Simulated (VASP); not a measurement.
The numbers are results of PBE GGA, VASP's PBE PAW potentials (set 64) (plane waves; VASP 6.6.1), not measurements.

Input for VASP

### INCAR
```
SYSTEM = AuZn
PREC = Accurate
ENCUT = 520
EDIFF = 1E-7
NELM = 100
ALGO = Normal
LREAL = .FALSE.
LASPH = .TRUE.
ISMEAR = 1
SIGMA = 0.1
GGA = PE
LMAXMIX = 6
LWAVE = .FALSE.
LCHARG = .FALSE.
ISIF = 2
```

**POSCAR**
```
AuZn
1
    3.2175518143     0.0000000000     0.0000000000
    0.0000000000     3.2175518143     0.0000000000
    0.0000000000     0.0000000000     3.2175518143
Zn Au
1 1
Direct
  0.5000000000   0.5000000000   0.5000000000
  0.0000000000   0.0000000000   0.0000000000
```

KPOINTS:
```
Automatic mesh
0
Gamma
11 11 11
0 0 0
```

POTCAR, in this order: Zn Au (PBE.64 set). Program: vasp_std.

Unless said otherwise, spin-orbit coupling is left out, though it shifts the bands of the heavy elements here.

Task: Predict the energy per atom (σ→0), pressure, band gap (on the k-mesh).

Result: 
- energy per atom (σ→0) = -228.7 kJ/mol-atom
- band gap (on the k-mesh) = none (metal, semimetal or under 0.01 eV)
- pressure = -3.07 GPa

OSZICAR:
```
...
DAV:   6    -0.477125537641E+01    0.39326E+00   -0.14397E+00  1729   0.143E+01    0.473E+00
DAV:   7    -0.474898520056E+01    0.22270E-01   -0.29845E-02  2278   0.375E+00    0.260E+00
DAV:   8    -0.474099975336E+01    0.79854E-02   -0.10973E-02  2133   0.126E+00    0.158E-01
DAV:   9    -0.474103899052E+01   -0.39237E-04   -0.40521E-04  1799   0.223E-01    0.820E-02
DAV:  10    -0.474105007177E+01   -0.11081E-04   -0.45537E-05  2065   0.104E-01    0.155E-02
DAV:  11    -0.474105046121E+01   -0.38944E-06   -0.93230E-06  1939   0.686E-02    0.422E-03
DAV:  12    -0.474105038535E+01    0.75864E-07   -0.19077E-07  1437   0.103E-02
   1 F= -.47410504E+01 E0= -.47410474E+01  d E =-.909475E-05
```

The compound is AuZn in the CsCl type structure. This cell is one point of a volume scan, at 1.03 of the reference volume. The electron count is odd and the run is not spin-polarised, which forces a metal.
